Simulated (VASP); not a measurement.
# How thick must a slab of Cu(100) be?, part 3 of 7

How many layers does a slab of Cu(100) need before surface energy, work function and relaxation settle?

VASP 6.6.1; PBE; plane waves and PAW (Cu).

So far. Step 4 (Relaxing the slab, layers 4): The run ended after 9 ionic steps, 0.009 eV below its first step, once the forces on the free atoms met EDIFFG = -0.01. Step 5 (The vacuum level, layers 4): The vacuum level lies 4.50 eV above the Fermi level at the upper face; both faces agree, as the slab has next to no dipole.

### 6. Surface relaxation, layers 5

System of this step: Cu(100). The cell holds 5 atoms: 5 Cu. Its edges and angles: a = 2.566 Å, b = 2.566 Å, c = 22.257 Å, α = 90.0°, β = 90.0°, γ = 90.0°. It derives from Cu. 5 layers of fcc Cu, cut at this functional's lattice. Vacuum lies along c.

INCAR reads:

```
SYSTEM = Cu
PREC = Normal
ENCUT = 330
EDIFF = 1E-06
NELM = 120
ISMEAR = 1
SIGMA = 0.15
LREAL = .FALSE.
ALGO = Fast
GGA = PE
NBANDS = 34
LASPH = .TRUE.
LORBIT = 11
LWAVE = .FALSE.
LCHARG = .FALSE.
KPAR = 4
IBRION = 2
NSW = 50
ISIF = 2
EDIFFG = -0.01
POTIM = 0.4
MAXMIX = 40
```

POSCAR reads:

```
Cu
1.0
    2.5656253229      0.0000000000      0.0000000000
    0.0000000000      2.5656253229      0.0000000000
    0.0000000000      0.0000000000     22.2566842552
Cu
5
Direct
    0.0000000000      0.0000000000      0.3369774200
    0.5000000000      0.5000000000      0.4184887100
    0.0000000000      0.0000000000      0.5000000000
    0.5000000000      0.5000000000      0.5815112900
    0.0000000000      0.0000000000      0.6630225800
```

KPOINTS reads:

```
Automatic mesh
0
Gamma
13 13 1
0 0 0
```

Potentials, in the order of the species: Cu (PBE family, release 64).

Launch:

```console
$ mpirun -np 4 vasp_std
```

The log of the run:

```text
[banner, memory and clock lines left out]
running    4 mpi-ranks, on    1 nodes
[...]
LDA part: xc-table for (Slater+PW92), standard interpolation
 POSCAR, INCAR and KPOINTS ok, starting setup
[...]
entering main loop
       N       E                     dE             d eps       ncg     rms          rms(c)
DAV:   1     0.411645192038E+03    0.41165E+03   -0.18781E+04  1904   0.153E+03
DAV:   2     0.121915200154E+02   -0.39945E+03   -0.38888E+03  1904   0.356E+02
DAV:   3    -0.203932837961E+02   -0.32585E+02   -0.31175E+02  2008   0.153E+02
DAV:   4    -0.213883840732E+02   -0.99510E+00   -0.99059E+00  2098   0.332E+01
[...]
RMM:  21    -0.174883484060E+02   -0.74365E-05   -0.13588E-06  1146   0.137E-02    0.122E-03
RMM:  22    -0.174883505552E+02   -0.21492E-05   -0.48824E-07  1105   0.662E-03    0.550E-04
RMM:  23    -0.174883509134E+02   -0.35823E-06   -0.24270E-07  1085   0.620E-03
   1 F= -.17488351E+02 E0= -.17488772E+02  d E =-.174884E+02
[... from here on, the cycles between the ionic steps are left out ...]
   2 F= -.17493578E+02 E0= -.17493993E+02  d E =-.522665E-02
   3 F= -.17497727E+02 E0= -.17497926E+02  d E =-.937569E-02
   4 F= -.17498373E+02 E0= -.17498654E+02  d E =-.100225E-01
   5 F= -.17498373E+02 E0= -.17498645E+02  d E =-.100222E-01
   6 F= -.17498610E+02 E0= -.17498890E+02  d E =-.236655E-03
   7 F= -.17499253E+02 E0= -.17499552E+02  d E =-.879683E-03
   8 F= -.17500110E+02 E0= -.17500437E+02  d E =-.173700E-02
   9 F= -.17500247E+02 E0= -.17500585E+02  d E =-.187430E-02
  10 F= -.17500288E+02 E0= -.17500686E+02  d E =-.407184E-04
  11 F= -.17500339E+02 E0= -.17500712E+02  d E =-.914476E-04
[...]
reached required accuracy - stopping structural energy minimisation
```

Wall time 39 s (4 MPI ranks of Intel Xeon 6975P-C (Granite Rapids), shared host); peak memory 0.66 GiB.

From OUTCAR (step 6):

```text
  Total       -0.8167285     -0.8167285      0.2301550      0.0000000      0.0000000      0.0000000
  in kB       -8.9318487     -8.9318487      2.5170047      0.0000000      0.0000000      0.0000000
  external PRESSURE =      -5.1155642 kB  Pullay stress =       0.0000000 kB

 POSITION                                       TOTAL-FORCE (eV/Angst)
 -----------------------------------------------------------------------------------
      0.00000      0.00000      7.55183         0.000000      0.000000      0.000917
      1.28281      1.28281      9.30965         0.000000      0.000000      0.005125
      0.00000      0.00000     11.12834         0.000000      0.000000      0.000000
      1.28281      1.28281     12.94703        -0.000000      0.000000     -0.005125
      0.00000      0.00000     14.70485         0.000000      0.000000     -0.000917
 -----------------------------------------------------------------------------------
    total drift:                                0.000000      0.000000     -0.000000

  FREE ENERGIE OF THE ION-ELECTRON SYSTEM (eV)
  ---------------------------------------------------
  free  energy   TOTEN  =       -17.5003388753 eV

  energy  without entropy=      -17.5014577841  energy(sigma->0) =      -17.50071184

[... 1 part as in an earlier step ...]

[... 3 further parts left out ...]
[key lines of the parts left out:]
E-fermi :   0.4325
```

Step by step:

```csv
step,energy less that of the first step (eV),largest force (eV/Å)
1,0.0000,0.2084
2,-0.0052,0.1454
3,-0.0094,0.0955
4,-0.0100,0.0397
5,-0.0100,0.0392
6,-0.0103,0.0324
7,-0.0109,0.0315
8,-0.0118,0.0259
9,-0.0119,0.0225
10,-0.0119,0.0184
11,-0.0120,0.0051
```

The atoms that moved most (Å):

```csv
atom,dx,dy,dz,length
Cu1,0.000,0.000,0.052,0.052
Cu5,0.000,0.000,-0.052,0.052
```

The relaxed structure:

```xyz
5
Lattice="2.5656 0.0000 0.0000 0.0000 2.5656 0.0000 0.0000 0.0000 22.2567" Properties=species:S:1:pos:R:3
Cu    0.0000    0.0000    7.5518
Cu    1.2828    1.2828    9.3097
Cu    0.0000    0.0000   11.1283
Cu    1.2828    1.2828   12.9470
Cu    0.0000    0.0000   14.7049
```

The run ended after 11 ionic steps, 0.012 eV below its first step, once the forces on the free atoms met EDIFFG = -0.01.

### 7. The vacuum level, layers 5

Changes to INCAR since step 6:

```diff
@@ -16,7 +16,6 @@
 KPAR = 4
-IBRION = 2
-NSW = 50
-ISIF = 2
-EDIFFG = -0.01
-POTIM = 0.4
-MAXMIX = 40
+IDIPOL = 3
+LDIPOL = .TRUE.
+DIPOL = 0.5 0.5 0.5
+LVHAR = .TRUE.
+LVACPOTAV = .TRUE.
```

POSCAR reads:

```
Cu
1.0
    2.5656253229      0.0000000000      0.0000000000
    0.0000000000      2.5656253229      0.0000000000
    0.0000000000      0.0000000000     22.2566842552
Cu
5
Direct
    0.0000000000      0.0000000000      0.3393062953
    0.5000000000      0.5000000000      0.4182856060
    0.0000000000      0.0000000000      0.5000000000
    0.5000000000      0.5000000000      0.5817143940
    0.0000000000      0.0000000000      0.6606937047
```

KPOINTS is that of step 6.

Launch:

```console
$ mpirun -np 4 vasp_std
```

The log of the run:

```text
[... set-up lines as in an earlier step ...]
 entering main loop
       N       E                     dE             d eps       ncg     rms          rms(c)
DAV:   1     0.413228435087E+03    0.41323E+03   -0.18789E+04  1904   0.153E+03
DAV:   2     0.126125258524E+02   -0.40062E+03   -0.38993E+03  1908   0.357E+02
DAV:   3    -0.204161894612E+02   -0.33029E+02   -0.31551E+02  2008   0.154E+02
DAV:   4    -0.214286722859E+02   -0.10125E+01   -0.10078E+01  2110   0.333E+01
[...]
RMM:  21    -0.175003338302E+02   -0.64081E-05   -0.16885E-06  1386   0.143E-02    0.654E-04
RMM:  22    -0.175003381982E+02   -0.43681E-05   -0.64881E-07  1291   0.783E-03    0.106E-03
RMM:  23    -0.175003387255E+02   -0.52730E-06   -0.43356E-07  1181   0.851E-03
 [... a notice as in an earlier step ...]

   1 F= -.17500339E+02 E0= -.17500712E+02  d E =0.111925E-02
 [... a notice as in an earlier step ...]
```

The job ended after 9.4 s (4 MPI ranks; peak memory 0.63 GiB).

OUTCAR, selected parts (step 7):

```text
  Total       -0.8469982     -0.8469982      0.2023379      0.0000000      0.0000000      0.0000000
  in kB       -9.2628824     -9.2628824      2.2127935      0.0000000      0.0000000      0.0000000
  external PRESSURE =      -5.4376571 kB  Pullay stress =       0.0000000 kB

 POSITION                                       TOTAL-FORCE (eV/Angst)
 -----------------------------------------------------------------------------------
      0.00000      0.00000      7.55183        -0.000000      0.000000      0.002355
      1.28281      1.28281      9.30965        -0.000000     -0.000000      0.000398
      0.00000      0.00000     11.12834        -0.000000      0.000000      0.000000
      1.28281      1.28281     12.94703        -0.000000     -0.000000     -0.000398
      0.00000      0.00000     14.70485         0.000000      0.000000     -0.002355
 -----------------------------------------------------------------------------------
    total drift:                               -0.000000      0.000000     -0.000000

  FREE ENERGIE OF THE ION-ELECTRON SYSTEM (eV)
  ---------------------------------------------------
  free  energy   TOTEN  =       -17.5003387255 eV

  energy  without entropy=      -17.5014579782  energy(sigma->0) =      -17.50071181

[... 2 parts as in an earlier step ...]

[... 1 further part left out ...]
[key lines of the parts left out:]
E-fermi :   0.4325
```

The planar average of the electrostatic potential oscillates, so the rows of the table below give means over windows of 1.78 Å about each position, cut where the curve ends. Its maxima inside the range that stand out by 2 % of the span (Å: eV): 8.5: -2.00, 10.2: -1.31, 12.0: -1.31, 13.8: -2.00. Its minima: 7.6: -12.2, 9.3: -12.5, 11.1: -12.4, 12.9: -12.5, 14.7: -12.2.

Zero at the Fermi level. Planar average of the electrostatic potential against height; means over each step:

height (Å), planar average of the electrostatic potential (eV) and a bar from the least value:
```
     0.89        4.5 ##############################
     2.67        4.5 ##############################
     4.45        4.4 ##############################
     6.23        1.7 #######################
     8.01       -7.6 
     9.79       -7.4 #
    11.57       -7.4 #
    13.35       -7.8 
    15.13       -5.6 #####
    16.91        4.2 #############################
    18.69        4.5 ##############################
    20.47        4.5 ##############################
```

The program warns that it found no field-free vacuum at its default tolerance, so these levels carry more doubt.

### 8. Surface relaxation, layers 6

System of this step: Cu(100). The cell holds 6 atoms: 6 Cu. Its edges and angles: a = 2.566 Å, b = 2.566 Å, c = 24.071 Å, α = 90.0°, β = 90.0°, γ = 90.0°. It derives from Cu. 6 layers of fcc Cu, cut at this functional's lattice. Vacuum lies along c.

INCAR reads:

```
SYSTEM = Cu
PREC = Normal
ENCUT = 330
EDIFF = 1E-06
NELM = 120
ISMEAR = 1
SIGMA = 0.15
LREAL = .FALSE.
ALGO = Fast
GGA = PE
NBANDS = 40
LASPH = .TRUE.
LORBIT = 11
LWAVE = .FALSE.
LCHARG = .FALSE.
KPAR = 4
IBRION = 2
NSW = 50
ISIF = 2
EDIFFG = -0.01
POTIM = 0.4
MAXMIX = 40
```

POSCAR reads:

```
Cu
1.0
    2.5656253229      0.0000000000      0.0000000000
    0.0000000000      2.5656253229      0.0000000000
    0.0000000000      0.0000000000     24.0708553190
Cu
6
Direct
    0.5000000000      0.5000000000      0.3115801200
    0.0000000000      0.0000000000      0.3869480700
    0.5000000000      0.5000000000      0.4623160200
    0.0000000000      0.0000000000      0.5376839800
    0.5000000000      0.5000000000      0.6130519300
    0.0000000000      0.0000000000      0.6884198800
```

KPOINTS is that of step 7.

Launch:

```console
$ mpirun -np 4 vasp_std
```

The log of the run:

```text
[banner, memory and clock lines left out]
running    4 mpi-ranks, on    1 nodes
[...]
LDA part: xc-table for (Slater+PW92), standard interpolation
 POSCAR, INCAR and KPOINTS ok, starting setup
[...]
entering main loop
       N       E                     dE             d eps       ncg     rms          rms(c)
DAV:   1     0.510018091517E+03    0.51002E+03   -0.22585E+04  2240   0.165E+03
DAV:   2     0.225714236227E+02   -0.48745E+03   -0.47271E+03  2240   0.377E+02
DAV:   3    -0.246316041104E+02   -0.47203E+02   -0.43896E+02  2376   0.171E+02
DAV:   4    -0.260106986911E+02   -0.13791E+01   -0.13729E+01  2552   0.367E+01
[...]
RMM:  21    -0.212275677412E+02   -0.11017E-04   -0.14639E-06  1361   0.922E-03    0.127E-03
RMM:  22    -0.212275720421E+02   -0.43009E-05   -0.68945E-07  1296   0.903E-03    0.638E-04
RMM:  23    -0.212275726896E+02   -0.64751E-06   -0.19894E-07  1265   0.427E-03
   1 F= -.21227573E+02 E0= -.21228125E+02  d E =-.212276E+02
[... from here on, the cycles between the ionic steps are left out ...]
   2 F= -.21231895E+02 E0= -.21232412E+02  d E =-.432257E-02
   3 F= -.21236159E+02 E0= -.21236584E+02  d E =-.858639E-02
   4 F= -.21236235E+02 E0= -.21236671E+02  d E =-.760592E-04
   5 F= -.21236134E+02 E0= -.21236579E+02  d E =0.249188E-04
   6 F= -.21236163E+02 E0= -.21236615E+02  d E =-.287664E-04
   7 F= -.21236236E+02 E0= -.21236711E+02  d E =-.101782E-03
   8 F= -.21236276E+02 E0= -.21236742E+02  d E =-.141593E-03
   9 F= -.21236275E+02 E0= -.21236744E+02  d E =-.141169E-03
  10 F= -.21236276E+02 E0= -.21236744E+02  d E =-.142101E-03
  11 F= -.21236276E+02 E0= -.21236744E+02  d E =-.141865E-03
  12 F= -.21236317E+02 E0= -.21236788E+02  d E =-.413688E-04
  13 F= -.21236316E+02 E0= -.21236786E+02  d E =-.402225E-04
  14 F= -.21236316E+02 E0= -.21236786E+02  d E =-.403186E-04
  15 F= -.21236316E+02 E0= -.21236786E+02  d E =-.402846E-04
  16 F= -.21236316E+02 E0= -.21236786E+02  d E =-.404156E-04
[...]
reached required accuracy - stopping structural energy minimisation
```

Wall time 58 s (4 MPI ranks); peak memory 0.72 GiB.

OUTCAR, selected parts (step 8):

```text
  Total       -1.1429719     -1.1429719      0.0096077      0.0000000     -0.0000000      0.0000000
  in kB      -11.5576126    -11.5576126      0.0971516      0.0000000     -0.0000000      0.0000000
  external PRESSURE =      -7.6726912 kB  Pullay stress =       0.0000000 kB

 POSITION                                       TOTAL-FORCE (eV/Angst)
 -----------------------------------------------------------------------------------
      1.28281      1.28281      7.51951        -0.000000     -0.000000      0.002777
      0.00000      0.00000      9.28839        -0.000000     -0.000000     -0.008784
      1.28281      1.28281     11.11884        -0.000000      0.000000      0.008858
      0.00000      0.00000     12.95201        -0.000000     -0.000000     -0.008858
      1.28281      1.28281     14.78247         0.000000     -0.000000      0.008784
      0.00000      0.00000     16.55135        -0.000000     -0.000000     -0.002777
 -----------------------------------------------------------------------------------
    total drift:                                0.000000      0.000000      0.000000

  FREE ENERGIE OF THE ION-ELECTRON SYSTEM (eV)
  ---------------------------------------------------
  free  energy   TOTEN  =       -21.2363164394 eV

  energy  without entropy=      -21.2377259891  energy(sigma->0) =      -21.23678629

[... 1 part as in an earlier step ...]

[... 3 further parts left out ...]
[key lines of the parts left out:]
E-fermi :   0.9621
```

Step by step:

```csv
step,energy less that of the first step (eV),largest force (eV/Å)
1,0.0000,0.1996
2,-0.0043,0.1467
3,-0.0086,0.0780
4,-0.0087,0.0265
5,-0.0086,0.0198
6,-0.0086,0.0254
7,-0.0087,0.0319
8,-0.0087,0.0186
9,-0.0087,0.0235
10,-0.0087,0.0196
11,-0.0087,0.0220
12,-0.0087,0.0105
13,-0.0087,0.0131
14,-0.0087,0.0100
15,-0.0087,0.0117
16,-0.0087,0.0089
```

The atoms that moved most (Å):

```csv
atom,dx,dy,dz,length
Cu5,0.000,0.000,0.026,0.026
Cu2,0.000,0.000,-0.026,0.026
Cu6,0.000,0.000,-0.020,0.020
Cu1,0.000,0.000,0.020,0.020
Cu4,0.000,0.000,0.009,0.009
Cu3,0.000,0.000,-0.009,0.009
```

Final coordinates:

```xyz
6
Lattice="2.5656 0.0000 0.0000 0.0000 2.5656 0.0000 0.0000 0.0000 24.0709" Properties=species:S:1:pos:R:3
Cu    1.2828    1.2828    7.5195
Cu    0.0000    0.0000    9.2884
Cu    1.2828    1.2828   11.1188
Cu    0.0000    0.0000   12.9520
Cu    1.2828    1.2828   14.7825
Cu    0.0000    0.0000   16.5513
```

The run ended after 16 ionic steps, 0.009 eV below its first step, once the forces on the free atoms met EDIFFG = -0.01.

### 9. The vacuum level, layers 6

Changes to INCAR since step 8:

```diff
@@ -16,7 +16,6 @@
 KPAR = 4
-IBRION = 2
-NSW = 50
-ISIF = 2
-EDIFFG = -0.01
-POTIM = 0.4
-MAXMIX = 40
+IDIPOL = 3
+LDIPOL = .TRUE.
+DIPOL = 0.5 0.5 0.5
+LVHAR = .TRUE.
+LVACPOTAV = .TRUE.
```

POSCAR reads:

```
Cu
1.0
    2.5656253229      0.0000000000      0.0000000000
    0.0000000000      2.5656253229      0.0000000000
    0.0000000000      0.0000000000     24.0708553190
Cu
6
Direct
    0.5000000000      0.5000000000      0.3123904710
    0.0000000000      0.0000000000      0.3858768292
    0.5000000000      0.5000000000      0.4619213656
    0.0000000000      0.0000000000      0.5380786344
    0.5000000000      0.5000000000      0.6141231708
    0.0000000000      0.0000000000      0.6876095290
```

KPOINTS is that of step 8.

Launch:

```console
$ mpirun -np 4 vasp_std
```

The log of the run:

```text
[... set-up lines as in an earlier step ...]
 entering main loop
       N       E                     dE             d eps       ncg     rms          rms(c)
DAV:   1     0.510438858308E+03    0.51044E+03   -0.22598E+04  2240   0.165E+03
DAV:   2     0.225036954868E+02   -0.48794E+03   -0.47307E+03  2240   0.377E+02
DAV:   3    -0.246753839603E+02   -0.47179E+02   -0.43955E+02  2376   0.171E+02
DAV:   4    -0.260339616960E+02   -0.13586E+01   -0.13521E+01  2528   0.365E+01
[...]
RMM:  21    -0.212363111835E+02   -0.10080E-04   -0.14467E-06  1558   0.110E-02    0.179E-03
RMM:  22    -0.212363153645E+02   -0.41809E-05   -0.80213E-07  1475   0.101E-02    0.687E-04
RMM:  23    -0.212363158211E+02   -0.45662E-06   -0.19209E-07  1369   0.439E-03
 [... a notice as in an earlier step ...]

   1 F= -.21236316E+02 E0= -.21236786E+02  d E =0.141117E-02
 [... a notice as in an earlier step ...]
```

Elapsed: 10 s, on 4 MPI ranks; peak memory 0.69 GiB; 38 s of CPU time.

OUTCAR, selected parts (step 9):

```text
  Total       -1.1974872     -1.1974872     -0.0470997      0.0000000      0.0000000      0.0000000
  in kB      -12.1088656    -12.1088656     -0.4762676      0.0000000      0.0000000      0.0000000
  external PRESSURE =      -8.2313330 kB  Pullay stress =       0.0000000 kB

 POSITION                                       TOTAL-FORCE (eV/Angst)
 -----------------------------------------------------------------------------------
      1.28281      1.28281      7.51951        -0.000000     -0.000000      0.002756
      0.00000      0.00000      9.28839        -0.000000      0.000000     -0.008893
      1.28281      1.28281     11.11884         0.000000      0.000000      0.010216
      0.00000      0.00000     12.95201        -0.000000      0.000000     -0.010216
      1.28281      1.28281     14.78247         0.000000     -0.000000      0.008893
      0.00000      0.00000     16.55135        -0.000000      0.000000     -0.002756
 -----------------------------------------------------------------------------------
    total drift:                                0.000000      0.000000      0.000000

  FREE ENERGIE OF THE ION-ELECTRON SYSTEM (eV)
  ---------------------------------------------------
  free  energy   TOTEN  =       -21.2363158211 eV

  energy  without entropy=      -21.2377269915  energy(sigma->0) =      -21.23678621

[... 2 parts as in an earlier step ...]

[... 1 further part left out ...]
[key lines of the parts left out:]
E-fermi :   0.9622
```

The program warns that it found no field-free vacuum at its default tolerance, so these levels carry more doubt.

(Part 3 of 7 ends here.)

[Lines on the potential files, build, host, timing and source positions are cut from VASP's logs without a mark.]

[Logs are printed without paths, hosts, clocks, repeated set-up lines and the standing remarks that a program may print on its own settings, such as how far it seeks lower states.]

[Hosts, paths, dates, database ids (printed as entryN), source tags and the programs' standing remarks are cut or masked in the printed files.]

[Runs that stopped without an error message from VASP are left out.]
